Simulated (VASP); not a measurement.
All values below come from PBE GGA, VASP's PBE PAW potentials (set 64) (plane waves; VASP).

VASP ran on this input.

POSCAR:
```
AlC31Si32
1
    8.7583314355     0.0000000000     0.0000000000
    0.0000000000     8.7583314355    -0.0000000000
   -0.0000000000    -0.0000000000     8.7583314355
Si C Al
32 31 1
Direct
  0.5000000000   0.0000000000   0.0000000000
  0.7500000000   0.2500000000   0.0000000000
  0.7500000000   0.0000000000   0.2500000000
  0.0000000000   0.0000000000   0.0000000000
  0.2500000000   0.2500000000   0.0000000000
  0.5000000000   0.5000000000   0.0000000000
  0.7500000000   0.7500000000   0.0000000000
  0.2500000000   0.0000000000   0.2500000000
  0.5023210000   0.2556390000   0.2515680000
  0.7443200000   0.4950950000   0.2507830000
  0.5000000000   0.0000000000   0.5000000000
  0.7451240000   0.2475020000   0.4952490000
  0.7500000000   0.0000000000   0.7500000000
  0.0000000000   0.5000000000   0.0000000000
  0.2500000000   0.7500000000   0.0000000000
  0.0000000000   0.2500000000   0.2500000000
  0.2500000000   0.5000000000   0.2500000000
  0.5000000000   0.7500000000   0.2500000000
  0.0000000000   0.0000000000   0.5000000000
  0.2500000000   0.2500000000   0.5000000000
  0.4976020000   0.5004570000   0.4955750000
  0.7500000000   0.7500000000   0.5000000000
  0.2500000000   0.0000000000   0.7500000000
  0.5000000000   0.2500000000   0.7500000000
  0.7500000000   0.5000000000   0.7500000000
  0.0000000000   0.7500000000   0.2500000000
  0.0000000000   0.5000000000   0.5000000000
  0.2500000000   0.7500000000   0.5000000000
  0.0000000000   0.2500000000   0.7500000000
  0.2500000000   0.5000000000   0.7500000000
  0.5000000000   0.7500000000   0.7500000000
  0.0000000000   0.7500000000   0.7500000000
  0.6205560000   0.1262700000   0.1226650000
  0.8799640000   0.3789240000   0.1284400000
  0.8802160000   0.1281620000   0.3760380000
  0.1250000000   0.1250000000   0.1250000000
  0.3781330000   0.3755590000   0.1210810000
  0.6274840000   0.6194480000   0.1251510000
  0.8750000000   0.8750000000   0.1250000000
  0.3789040000   0.1262100000   0.3744880000
  0.8769430000   0.6289840000   0.3721900000
  0.6306730000   0.1204140000   0.6284030000
  0.8796940000   0.3775510000   0.6282640000
  0.8750000000   0.1250000000   0.8750000000
  0.1250000000   0.6250000000   0.1250000000
  0.3750000000   0.8750000000   0.1250000000
  0.1250000000   0.3750000000   0.3750000000
  0.3696710000   0.6215410000   0.3722810000
  0.6250000000   0.8750000000   0.3750000000
  0.1250000000   0.1250000000   0.6250000000
  0.3790660000   0.3693880000   0.6206950000
  0.6282760000   0.6215820000   0.6243370000
  0.8750000000   0.8750000000   0.6250000000
  0.3750000000   0.1250000000   0.8750000000
  0.6250000000   0.3750000000   0.8750000000
  0.8750000000   0.6250000000   0.8750000000
  0.1250000000   0.8750000000   0.3750000000
  0.1250000000   0.6250000000   0.6250000000
  0.3750000000   0.8750000000   0.6250000000
  0.1250000000   0.3750000000   0.8750000000
  0.3750000000   0.6250000000   0.8750000000
  0.6250000000   0.8750000000   0.8750000000
  0.1250000000   0.8750000000   0.8750000000
  0.6194760000   0.3708670000   0.3766670000
```

### INCAR
```
SYSTEM = AlC31Si32
PREC = Normal
ENCUT = 400
EDIFF = 1E-5
NELM = 100
ALGO = Fast
LREAL = Auto
LASPH = .TRUE.
ISMEAR = 0
SIGMA = 0.05
GGA = PE
LWAVE = .TRUE.
LCHARG = .FALSE.
NELMIN = 4
ISYM = 0
NELECT = 256.0
IBRION = 2
ISIF = 2
NSW = 60
EDIFFG = -0.03
```

**KPOINTS**
```
Automatic mesh
0
Gamma
1 1 1
0 0 0
```

POTCAR, in this order: Si C Al (PBE.64 set). Program: vasp_gam.

Output of the run:

### OSZICAR
```
...
DAV:   1    -0.456241271749E+03   -0.10405E-01   -0.16340E+00   340   0.339E+00    0.515E-01
RMM:   2    -0.456237392250E+03    0.38795E-02   -0.36788E-02   322   0.399E-01    0.185E-01
RMM:   3    -0.456236199266E+03    0.11930E-02   -0.54269E-03   328   0.162E-01    0.118E-01
RMM:   4    -0.456235962047E+03    0.23722E-03   -0.19734E-03   324   0.872E-02    0.469E-02
RMM:   5    -0.456235982887E+03   -0.20840E-04   -0.34386E-04   342   0.380E-02    0.247E-02
RMM:   6    -0.456235985649E+03   -0.27627E-05   -0.52506E-05   269   0.164E-02
  49 F= -.45623599E+03 E0= -.45623599E+03  d E =-.142822E+00
       N       E                     dE             d eps       ncg     rms          rms(c)
DAV:   1    -0.456258206511E+03   -0.22224E-01   -0.18487E-01   372   0.115E+00    0.127E-01
RMM:   2    -0.456258326773E+03   -0.12026E-03   -0.40841E-03   322   0.159E-01    0.598E-02
RMM:   3    -0.456258302120E+03    0.24654E-04   -0.76321E-04   323   0.644E-02    0.306E-02
RMM:   4    -0.456258305684E+03   -0.35645E-05   -0.17153E-04   329   0.279E-02    0.145E-02
RMM:   5    -0.456258306312E+03   -0.62738E-06   -0.26967E-05   210   0.121E-02
  50 F= -.45625831E+03 E0= -.45625831E+03  d E =-.223207E-01
       N       E                     dE             d eps       ncg     rms          rms(c)
DAV:   1    -0.456297779260E+03   -0.39474E-01   -0.16645E+00   322   0.344E+00    0.385E-01
RMM:   2    -0.456298864978E+03   -0.10857E-02   -0.37196E-02   322   0.479E-01    0.180E-01
RMM:   3    -0.456298680599E+03    0.18438E-03   -0.67884E-03   323   0.193E-01    0.101E-01
RMM:   4    -0.456298680090E+03    0.50905E-06   -0.16006E-03   327   0.843E-02    0.509E-02
RMM:   5    -0.456298683760E+03   -0.36702E-05   -0.29501E-04   337   0.386E-02    0.252E-02
RMM:   6    -0.456298685566E+03   -0.18058E-05   -0.62158E-05   297   0.183E-02
  51 F= -.45629869E+03 E0= -.45629869E+03  d E =-.626999E-01
       N       E                     dE             d eps       ncg     rms          rms(c)
DAV:   1    -0.456257355207E+03    0.41329E-01   -0.66637E+00   322   0.688E+00    0.792E-01
RMM:   2    -0.456261734736E+03   -0.43795E-02   -0.15182E-01   322   0.963E-01    0.376E-01
RMM:   3    -0.456261061469E+03    0.67327E-03   -0.26252E-02   324   0.382E-01    0.258E-01
RMM:   4    -0.456260318477E+03    0.74299E-03   -0.69039E-03   324   0.173E-01    0.124E-01
RMM:   5    -0.456260352168E+03   -0.33691E-04   -0.17044E-03   337   0.884E-02    0.513E-02
RMM:   6    -0.456260362560E+03   -0.10392E-04   -0.28102E-04   332   0.392E-02    0.177E-02
RMM:   7    -0.456260366930E+03   -0.43695E-05   -0.65492E-05   297   0.182E-02
  52 F= -.45626037E+03 E0= -.45626037E+03  d E =-.243813E-01
       N       E                     dE             d eps       ncg     rms          rms(c)
DAV:   1    -0.456302373555E+03   -0.42011E-01   -0.36763E+00   322   0.512E+00    0.582E-01
RMM:   2    -0.456304516369E+03   -0.21428E-02   -0.82425E-02   322   0.711E-01    0.271E-01
RMM:   3    -0.456304104211E+03    0.41216E-03   -0.14364E-02   324   0.282E-01    0.169E-01
RMM:   4    -0.456303925458E+03    0.17875E-03   -0.36510E-03   326   0.126E-01    0.817E-02
RMM:   5    -0.456303940632E+03   -0.15174E-04   -0.70894E-04   337   0.594E-02    0.380E-02
RMM:   6    -0.456303947911E+03   -0.72785E-05   -0.13674E-04   330   0.275E-02    0.113E-02
RMM:   7    -0.456303949609E+03   -0.16986E-05   -0.26997E-05   212   0.122E-02
  53 F= -.45630395E+03 E0= -.45630395E+03  d E =-.679640E-01
       N       E                     dE             d eps       ncg     rms          rms(c)
DAV:   1    -0.456317483136E+03   -0.13535E-01   -0.37306E-01   322   0.164E+00    0.158E-01
RMM:   2    -0.456317457562E+03    0.25574E-04   -0.56680E-03   322   0.183E-01    0.729E-02
RMM:   3    -0.456317420652E+03    0.36910E-04   -0.12015E-03   330   0.734E-02    0.471E-02
RMM:   4    -0.456317397513E+03    0.23139E-04   -0.29130E-04   327   0.343E-02    0.240E-02
RMM:   5    -0.456317399975E+03   -0.24629E-05   -0.63880E-05   282   0.168E-02
  54 F= -.45631740E+03 E0= -.45631740E+03  d E =-.134504E-01
       N       E                     dE             d eps       ncg     rms          rms(c)
DAV:   1    -0.456332097174E+03   -0.14700E-01   -0.23912E+00   322   0.415E+00    0.399E-01
RMM:   2    -0.456332016267E+03    0.80907E-04   -0.36630E-02   322   0.465E-01    0.183E-01
RMM:   3    -0.456331815076E+03    0.20119E-03   -0.79215E-03   331   0.187E-01    0.118E-01
RMM:   4    -0.456331689556E+03    0.12552E-03   -0.17933E-03   327   0.860E-02    0.613E-02
RMM:   5    -0.456331705631E+03   -0.16075E-04   -0.41340E-04   335   0.425E-02    0.249E-02
RMM:   6    -0.456331712736E+03   -0.71052E-05   -0.79812E-05   317   0.196E-02
  55 F= -.45633171E+03 E0= -.45633171E+03  d E =-.277631E-01
       N       E                     dE             d eps       ncg     rms          rms(c)
DAV:   1    -0.456337803036E+03   -0.60974E-02   -0.39451E-01   346   0.168E+00    0.162E-01
RMM:   2    -0.456337845621E+03   -0.42586E-04   -0.63811E-03   322   0.198E-01    0.761E-02
RMM:   3    -0.456337798332E+03    0.47290E-04   -0.14216E-03   327   0.802E-02    0.402E-02
RMM:   4    -0.456337804542E+03   -0.62101E-05   -0.35140E-04   335   0.361E-02    0.235E-02
RMM:   5    -0.456337804645E+03   -0.10299E-06   -0.49005E-05   255   0.158E-02
  56 F= -.45633780E+03 E0= -.45633780E+03  d E =-.609191E-02
       N       E                     dE             d eps       ncg     rms          rms(c)
DAV:   1    -0.456339215764E+03   -0.14112E-02   -0.22648E-01   340   0.127E+00    0.124E-01
RMM:   2    -0.456339240617E+03   -0.24852E-04   -0.36915E-03   322   0.151E-01    0.576E-02
RMM:   3    -0.456339216028E+03    0.24589E-04   -0.83028E-04   326   0.613E-02    0.304E-02
RMM:   4    -0.456339221091E+03   -0.50634E-05   -0.21055E-04   336   0.277E-02    0.179E-02
RMM:   5    -0.456339221118E+03   -0.27125E-07   -0.28074E-05   211   0.121E-02
  57 F= -.45633922E+03 E0= -.45633922E+03  d E =-.750838E-02
       N       E                     dE             d eps       ncg     rms          rms(c)
DAV:   1    -0.456342423620E+03   -0.32025E-02   -0.21083E-01   338   0.122E+00    0.118E-01
RMM:   2    -0.456342459316E+03   -0.35695E-04   -0.31837E-03   322   0.137E-01    0.535E-02
RMM:   3    -0.456342450865E+03    0.84503E-05   -0.67593E-04   330   0.554E-02    0.319E-02
RMM:   4    -0.456342450420E+03    0.44582E-06   -0.15346E-04   332   0.247E-02    0.168E-02
RMM:   5    -0.456342451270E+03   -0.85074E-06   -0.24730E-05   206   0.109E-02
  58 F= -.45634245E+03 E0= -.45634245E+03  d E =-.323015E-02
       N       E                     dE             d eps       ncg     rms          rms(c)
DAV:   1    -0.456343775653E+03   -0.13252E-02   -0.32470E-01   322   0.152E+00    0.147E-01
RMM:   2    -0.456343832796E+03   -0.57143E-04   -0.49231E-03   322   0.170E-01    0.661E-02
RMM:   3    -0.456343820108E+03    0.12688E-04   -0.10433E-03   328   0.691E-02    0.389E-02
RMM:   4    -0.456343822080E+03   -0.19723E-05   -0.24897E-04   337   0.310E-02    0.209E-02
RMM:   5    -0.456343823093E+03   -0.10124E-05   -0.36643E-05   221   0.135E-02
  59 F= -.45634382E+03 E0= -.45634382E+03  d E =-.460197E-02
       N       E                     dE             d eps       ncg     rms          rms(c)
DAV:   1    -0.456345111969E+03   -0.12899E-02   -0.13541E-01   338   0.977E-01    0.101E-01
RMM:   2    -0.456345168286E+03   -0.56317E-04   -0.23812E-03   322   0.120E-01    0.451E-02
RMM:   3    -0.456345158455E+03    0.98308E-05   -0.44417E-04   326   0.472E-02    0.269E-02
RMM:   4    -0.456345156477E+03    0.19789E-05   -0.11384E-04   327   0.214E-02    0.140E-02
RMM:   5    -0.456345157254E+03   -0.77700E-06   -0.20219E-05   204   0.980E-03
  60 F= -.45634516E+03 E0= -.45634516E+03  d E =-.133416E-02
```

File OUTCAR:
```
------------------------ aborting loop because EDIFF is reached ----------------------------------------
  FORCE on cell =-STRESS in cart. coord.  units (eV):
  Direction    XX          YY          ZZ          XY          YZ          ZX
  --------------------------------------------------------------------------------------
  Total       24.1249108     24.2353569     23.7978690     -2.7747085     -3.4461312     -3.5627758
  in kB       57.5323576     57.7957462     56.7524382     -6.6170408     -8.2182295     -8.4964000
  external PRESSURE =      57.3601807 kB  Pullay stress =       0.0000000 kB
  volume of cell :      671.84
      direct lattice vectors                 reciprocal lattice vectors
     8.758331436  0.000000000  0.000000000     0.114176999  0.000000000  0.000000000
     0.000000000  8.758331436  0.000000000     0.000000000  0.114176999  0.000000000
     0.000000000  0.000000000  8.758331436     0.000000000  0.000000000  0.114176999
  FREE ENERGIE OF THE ION-ELECTRON SYSTEM (eV)
  ---------------------------------------------------
  free  energy   TOTEN  =      -456.3451572536 eV

  energy  without entropy=     -456.3451572536  energy(sigma->0) =     -456.34515725
```
(Selected blocks of OUTCAR.)

**CONTCAR**
```
AlC31Si32
   1.00000000000000
     8.7583314355000006    0.0000000000000000    0.0000000000000000
     0.0000000000000000    8.7583314355000006    0.0000000000000000
     0.0000000000000000    0.0000000000000000    8.7583314355000006
  Si              C               Al
    32    31     1
Direct
     0.4993958335844978    0.9945124494848098    0.9944354060475323
     0.7557451944326316    0.2530342165904401    0.0021215546601387
     0.7557557813448744    0.0019612774150858    0.2529532566666671
     0.0006477800222752    0.0012042144098085    0.0011361998992323
     0.2450184244150225    0.2489401131914593    0.9945711585538350
     0.5033566479678032    0.5053663813804318    0.0020663414663253
     0.7540418678333017    0.7546378090453475    0.9980289999099916
     0.2441503273790964    0.9936452586665941    0.2493333426990582
     0.4386638027657537    0.1880177528261532    0.1897716557578006
     0.7631434376357160    0.5127401626704704    0.2306662677631323
     0.5027706680055352    0.0016883518165324    0.5055637100133411
     0.7615709516658169    0.2317921588629523    0.5111011437609819
     0.7537053765454724    0.9985473552367768    0.7540105611483470
     0.0050487464499596    0.5036602434817778    0.9980829560523474
     0.2515819187345669    0.7503226232339045    0.0011497851253934
     0.0061577219175241    0.2523824663672257    0.2523523917282719
     0.2523791401690762    0.5053745604360474    0.2530597412994180
     0.5028234705049039    0.7557499401956154    0.2523346707011168
     0.0044326910346728    0.9983289149774910    0.5036434306686758
     0.2520954177205987    0.2525016943039697    0.5055679486081953
     0.4822075045561499    0.5114933933151747    0.5112599294066709
     0.7511571734125374    0.7512139377949015    0.5008619234414408
     0.2513445930045501    0.0009731854335569    0.7506712302455705
     0.5028493696422892    0.2523555843464258    0.7555378212429060
     0.7511734748970699    0.5007994252349766    0.7511444213824919
     0.9997330202042467    0.7493466022509393    0.2494683180557855
     0.0014851097807121    0.5007629827261338    0.5008753696356590
     0.2486334174643193    0.7540776220005325    0.5037504746639168
     0.9994687936589128    0.2494919312693306    0.7493131971877159
     0.2489889581071712    0.5032666935206505    0.7540273229708039
     0.4998640024725426    0.7491487978413255    0.7493388308344227
     0.0011851059948985    0.7507507118409680    0.7507233227606754
     0.6313652528662862    0.1230891680351319    0.1231889111369261
     0.8884440712809639    0.3765355665967707    0.1231414784311995
     0.8878493242302481    0.1234596254445970    0.3763709917261001
     0.1245811290419392    0.1257667033949383    0.1260049456297919
     0.3737605343753744    0.3809170391171303    0.1234672855860106
     0.6269227983755433    0.6379849273345033    0.1230511373645480
     0.8772884685720977    0.8765606565537852    0.1258227872859091
     0.3719794012185104    0.1216344394207561    0.3814080047854649
     0.8758639439473355    0.6255212849870171    0.3756176903743360
     0.6265475411449331    0.1234791346110700    0.6370693616434462
     0.8754404414071356    0.3755279614874247    0.6251060311624087
     0.8770239054845389    0.1258451346448465    0.8764876252181272
     0.1270309224259058    0.6268946483389121    0.1258297232572147
     0.3762449685795873    0.8741627909260022    0.1259553061726188
     0.1305843560084714    0.3776983980887034    0.3779193360026303
     0.3738042805650253    0.6376307769529076    0.3764909449180607
     0.6280787597934101    0.8802844217250545    0.3779133311054867
     0.1265717155961442    0.1256200383074312    0.6271819697592427
     0.3740565413976857    0.3761786423922602    0.6370873268464926
     0.6259947040926693    0.6251781620570029    0.6251757872011516
     0.8766339554633038    0.8753363380158476    0.6264010915540082
     0.3763529053354344    0.1259063426986176    0.8741447290576438
     0.6281701575478470    0.3778139332902299    0.8802472420664305
     0.8768015251822543    0.6263957606583483    0.8752488543208061
     0.1207917664407585    0.8704039658967840    0.3774237971787587
     0.1257449428939494    0.6261415953766865    0.6264308816488330
     0.3759608659747353    0.8761910480742616    0.6272193919365162
     0.1214016901604730    0.3770138066232073    0.8706831398092060
     0.3761733375811445    0.6267032148007660    0.8765033357441724
     0.6274165152944445    0.8709740580884499    0.8706332369277344
     0.1260029659224948    0.8756118963099269    0.8759531031282555
     0.5919635884748513    0.3420427075828081    0.3387735366626002
```

stdout:
```
...
RMM:   3    -0.456337798332E+03    0.47290E-04   -0.14216E-03   327   0.802E-02    0.402E-02
RMM:   4    -0.456337804542E+03   -0.62101E-05   -0.35140E-04   335   0.361E-02    0.235E-02
RMM:   5    -0.456337804645E+03   -0.10299E-06   -0.49005E-05   255   0.158E-02
  56 F= -.45633780E+03 E0= -.45633780E+03  d E =-.609191E-02
 trial-energy change:   -0.006092  1 .order   -0.006061   -0.008469   -0.003653
 bond charge predicted
       N       E                     dE             d eps       ncg     rms          rms(c)
DAV:   1    -0.456339215764E+03   -0.14112E-02   -0.22648E-01   340   0.127E+00    0.124E-01
RMM:   2    -0.456339240617E+03   -0.24852E-04   -0.36915E-03   322   0.151E-01    0.576E-02
RMM:   3    -0.456339216028E+03    0.24589E-04   -0.83028E-04   326   0.613E-02    0.304E-02
RMM:   4    -0.456339221091E+03   -0.50634E-05   -0.21055E-04   336   0.277E-02    0.179E-02
RMM:   5    -0.456339221118E+03   -0.27125E-07   -0.28074E-05   211   0.121E-02
  57 F= -.45633922E+03 E0= -.45633922E+03  d E =-.750838E-02
 bond charge predicted
       N       E                     dE             d eps       ncg     rms          rms(c)
DAV:   1    -0.456342423620E+03   -0.32025E-02   -0.21083E-01   338   0.122E+00    0.118E-01
RMM:   2    -0.456342459316E+03   -0.35695E-04   -0.31837E-03   322   0.137E-01    0.535E-02
RMM:   3    -0.456342450865E+03    0.84503E-05   -0.67593E-04   330   0.554E-02    0.319E-02
RMM:   4    -0.456342450420E+03    0.44582E-06   -0.15346E-04   332   0.247E-02    0.168E-02
RMM:   5    -0.456342451270E+03   -0.85074E-06   -0.24730E-05   206   0.109E-02
  58 F= -.45634245E+03 E0= -.45634245E+03  d E =-.323015E-02
 trial-energy change:   -0.003230  1 .order   -0.003201   -0.004120   -0.002282
 bond charge predicted
       N       E                     dE             d eps       ncg     rms          rms(c)
DAV:   1    -0.456343775653E+03   -0.13252E-02   -0.32470E-01   322   0.152E+00    0.147E-01
RMM:   2    -0.456343832796E+03   -0.57143E-04   -0.49231E-03   322   0.170E-01    0.661E-02
RMM:   3    -0.456343820108E+03    0.12688E-04   -0.10433E-03   328   0.691E-02    0.389E-02
RMM:   4    -0.456343822080E+03   -0.19723E-05   -0.24897E-04   337   0.310E-02    0.209E-02
RMM:   5    -0.456343823093E+03   -0.10124E-05   -0.36643E-05   221   0.135E-02
  59 F= -.45634382E+03 E0= -.45634382E+03  d E =-.460197E-02
 bond charge predicted
       N       E                     dE             d eps       ncg     rms          rms(c)
DAV:   1    -0.456345111969E+03   -0.12899E-02   -0.13541E-01   338   0.977E-01    0.101E-01
RMM:   2    -0.456345168286E+03   -0.56317E-04   -0.23812E-03   322   0.120E-01    0.451E-02
RMM:   3    -0.456345158455E+03    0.98308E-05   -0.44417E-04   326   0.472E-02    0.269E-02
RMM:   4    -0.456345156477E+03    0.19789E-05   -0.11384E-04   327   0.214E-02    0.140E-02
RMM:   5    -0.456345157254E+03   -0.77700E-06   -0.20219E-05   204   0.980E-03
  60 F= -.45634516E+03 E0= -.45634516E+03  d E =-.133416E-02
 trial-energy change:   -0.001334  1 .order   -0.001322   -0.002006   -0.000639
 writing wavefunctions
```

Convergence was not reached.

The run did not end as a converged relaxation. At this cut-off the stress carries a Pulay error, which pulls relaxed volumes low. The cell is charged, with a uniform compensating background. The supercell is sampled at Γ alone, which is coarse: total energies, pressure and levels can be off, energies of defects by several tenths of an eV.

The cell is a supercell with a defect, built from SiC (zinc blende): Al_C, charge -1. The run is not spin-polarised, so no state with unpaired spins was tried.
